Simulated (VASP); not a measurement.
# CdAg in VASP: further runs, part 2 of 2

VASP 6.6.1. The steps go on from the part before.

## 4. Single point, PBEsol+U

File INCAR:

```
  PREC = Accurate
  ENCUT = 520
  EDIFF = 1E-6
  ISMEAR = -1
  SIGMA = 0.05
  LREAL = F
  LASPH = T
  NELM = 100
  ALGO = Fast
  ISIF = 2
  LWAVE = F
  LCHARG = F
  LMAXMIX = 4
  LDAU = T
  LDAUTYPE = 2
  LDAUL = -1 2
  LDAUU = 0 4
  LDAUJ = 0 0
  LDAUPRINT = 1
  LDIPOL = T
  IDIPOL = 3
  DIPOL = 0.5 0.5 0.294
  GGA = PS
  NBANDS = 18
```

File KPOINTS:

```
regular mesh
0
Gamma
  7 7 1
```

File POSCAR:

```
CdAg
1.0
    3.9055300000      0.0000000000      0.0000000000
    0.0000000000      3.9055300000      0.0000000000
    0.0000000000      0.0000000000     23.8000000000
Cd Ag
1 1
Direct
    0.0000000000      0.0000000000      0.2941200000
    0.5000000000      0.5000000000      0.2941200000
```

Launch:

```bash
$ cat potpaw_PBE.64/Cd/POTCAR potpaw_PBE.64/Ag/POTCAR > POTCAR
$ mpirun -np 1 vasp_std > vasp.out
```

Wall time 59 s (1 thread of AMD EPYC 9R45 (Zen 5), shared host); peak memory 0.39 GiB.

It converged, with:

```
Free energy            : -1.9481 eV
Band gap on the k mesh : none (metal or under the smearing width)
```

Levels at points of the mesh, in eV from the Fermi level:
| k point | band 7 | band 8 | band 9 | band 10 | band 11 | band 12 | band 13 | band 14 | band 15 | band 16 |
| --- | --- | --- | --- | --- | --- | --- | --- | --- | --- | --- |
| (0.00, 0.00, 0.00) | -5.58 | -5.50 | -5.50 | -4.99 | -4.83 | -0.13 | 3.21 | 3.64 | 3.72 | 4.08 |

Eigenvalues of the final occupation matrices:
```csv
site,spin,trace,eigenvalues
site 2 d,1,4.70,0.92 0.94 0.94 0.94 0.95
site 2 d,2,4.70,0.92 0.94 0.94 0.94 0.95
```

Caveat: the PAW data sets were made with another functional, which shifts forces and pressure a little; U without spin polarisation on a metal has little footing; the U is typed as a test and isn't derived for this compound.

## 5. Single point, PBEsol+U

Edit INCAR of step 4 so:

```diff
@@ -16,3 +16,3 @@
   LDAUL = -1 2
-  LDAUU = 0 4
+  LDAUU = 0 5
   LDAUJ = 0 0
```

KPOINTS is that of step 4.

POSCAR is that of step 4.

Potentials or basis: VASP PAW PBE potentials, release 64 (Cd, Ag).

Launch:

```bash
$ cat potpaw_PBE.64/Cd/POTCAR potpaw_PBE.64/Ag/POTCAR > POTCAR
$ mpirun -np 1 vasp_std > vasp.out
```

OUTCAR:

```text
PREC = Accurate
   ENCUT = 520
   EDIFF = 1E-6
   ISMEAR = -1
   LREAL = F
   LASPH = T
   NELM = 100
   ISIF = 2
   GGA = PS

 ion  position               nearest neighbor table
   1  0.000  0.000  0.294-   2 2.76   2 2.76   2 2.76   2 2.76
   2  0.500  0.500  0.294-   1 2.76   1 2.76   1 2.76   1 2.76

  LATTYP: Found a simple tetragonal cell.
 ALAT       =     3.9055300000
 C/A-ratio  =     6.0939232319

  Lattice vectors:

 A1 = (   3.9055300000,   0.0000000000,   0.0000000000)
 A2 = (   0.0000000000,   3.9055300000,   0.0000000000)
 A3 = (   0.0000000000,   0.0000000000,  23.8000000000)

Analysis of symmetry for initial positions (statically):
=====================================================================
 Subroutine PRICEL returns:
 Original cell was already a primitive cell.

 Routine SETGRP: Setting up the symmetry group for a
 simple tetragonal supercell.

 Subroutine GETGRP returns: Found 16 space group operations
 (whereof  8 operations were pure point group operations)
 out of a pool of 16 trial point group operations.

The static configuration has the point symmetry C_4v.
[... 192 lines left out ...]

 val. band max:       -2.6236446188   @ k =   0.4286   0.4286   0.0000
 cond. band min:      -2.4725426840   @ k =   0.2857   0.0000   0.0000
 fundamental gap:      0.1511019348
 Fermi energy:        -2.5768097999

 k-point     1 :       0.0000    0.0000    0.0000
  band No.  band energies     occupation
      1     -11.9350      2.00000
      2     -11.7748      2.00000
      3     -11.7025      2.00000
      4     -11.3779      2.00000
      5     -11.3779      2.00000
      6      -9.1276      2.00000
[... 187 lines left out ...]
      5     -11.1865      2.00000
      6      -9.1837      2.00000
[... 10 lines left out ...]
     17       4.0864      0.00000
     18       4.1604      0.00000

------------------------ aborting loop because EDIFF is reached ----------------------------------------

 vacuum level on the upper side and lower side of the slab       (xc-potential included)        -0.008        -0.008

  FORCE on cell =-STRESS in cart. coord.  units (eV):
  Direction    XX          YY          ZZ          XY          YZ          ZX
  --------------------------------------------------------------------------------------
  -------------------------------------------------------------------------------------
  Total       -1.3805454     -1.3805454     -0.0262343      0.0000000      0.0000000      0.0000000
  in kB       -6.0929042     -6.0929042     -0.1157824      0.0000000      0.0000000      0.0000000
  external PRESSURE =      -4.1005302 kB  Pullay stress =       0.0000000 kB

 VOLUME and BASIS-vectors are now :
 -----------------------------------------------------------------------------
  energy-cutoff  :      520.00
  volume of cell :      363.03
      direct lattice vectors                 reciprocal lattice vectors
     3.905530000  0.000000000  0.000000000     0.256047195  0.000000000  0.000000000
     0.000000000  3.905530000  0.000000000     0.000000000  0.256047195  0.000000000
     0.000000000  0.000000000 23.800000000     0.000000000  0.000000000  0.042016807

 POSITION                                       TOTAL-FORCE (eV/Angst)
 -----------------------------------------------------------------------------------
      0.00000      0.00000      7.00006         0.000000     -0.000000     -0.000000
      1.95277      1.95277      7.00006         0.000000      0.000000      0.000000
 -----------------------------------------------------------------------------------
    total drift:                                0.000000      0.000000     -0.000091

  FREE ENERGIE OF THE ION-ELECTRON SYSTEM (eV)
  ---------------------------------------------------
  free  energy   TOTEN  =        -1.6729814089 eV

  energy  without entropy=       -1.6628942594  energy(sigma->0) =       -1.66793783

 vacuum level on the upper side and lower side of the slab         0.938         0.938
```

OSZICAR:

```text
N       E                     dE             d eps       ncg     rms          rms(c)
DAV:   1     0.171189735356E+03    0.17119E+03   -0.73378E+03   360   0.873E+02
DAV:   2     0.777972257908E+01   -0.16341E+03   -0.15484E+03   470   0.209E+02
DAV:   3    -0.178479067905E+01   -0.95645E+01   -0.95247E+01   384   0.677E+01
[... 15 lines left out ...]
RMM:  19    -0.167297701932E+01   -0.22583E-04   -0.13928E-06   354   0.290E-03    0.988E-04
RMM:  20    -0.167297827556E+01   -0.12562E-05   -0.49580E-08   225   0.145E-03    0.591E-04
RMM:  21    -0.167298010730E+01   -0.18317E-05   -0.13478E-07   321   0.235E-03    0.694E-04
RMM:  22    -0.167298134799E+01   -0.12407E-05   -0.55268E-08   220   0.881E-04    0.391E-04
RMM:  23    -0.167298140892E+01   -0.60924E-07   -0.14341E-09   172   0.119E-03
   1 F= -.16729814E+01 E0= -.16679378E+01  d E =-.100871E-01
```

Wall time 63 s (1 thread of AMD EPYC 9R45 (Zen 5), shared host); peak memory 0.4 GiB.

Results:

- Free energy: -1.6730 eV
- Band gap on the k mesh: none (metal or under the smearing width)

Eigenvalues of the final occupation matrices:
| site | spin | trace | eigenvalues |
| --- | --- | --- | --- |
| site 2 d | 1 | 4.72 | 0.93 0.95 0.95 0.95 0.95 |
| site 2 d | 2 | 4.72 | 0.93 0.95 0.95 0.95 0.95 |

Caveat: the PAW data sets were made with another functional, which shifts forces and pressure a little; U without spin polarisation on a metal has little footing; the U is typed as a test and isn't derived for this compound.

## 6. For comparison

An earlier run on the cell as given: functional PBE; potentials or basis VASP PAW PBE potentials, release 64 (Cd, Ag); cutoff 520 eV; k mesh 7 × 7 × 1; occupations fermi-dirac, width 0.05 eV; no spin polarisation.

- Band gap on the k mesh: none (metal or under the smearing width)

## 7. Overview

| level | U | gap on the mesh (eV) |
| --- | --- | --- |
| PBEsol+U | Ag d U = 2 eV | none |
| PBEsol+U | Ag d U = 3 eV | none |
| PBEsol+U | Ag d U = 4 eV | none |
| PBEsol+U | Ag d U = 5 eV | none |
| PBE | - | none |

Alike in all rows: task single point; potentials or basis VASP PAW PBE potentials, release 64 (Cd, Ag); no spin polarisation; cell as given; k mesh 7 × 7 × 1; cutoff (eV) 520; smearing fermi-dirac 0.05 eV.

Every run on the cell as given and a fine mesh finds a metal.

Caveats: the PAW data sets were made with another functional, which shifts forces and pressure a little (some runs); U without spin polarisation on a metal has little footing (some runs); the U is typed as a test and isn't derived for this compound (some runs).

Total energies depend on the potentials used, so only differences within one code and one set of settings carry meaning.
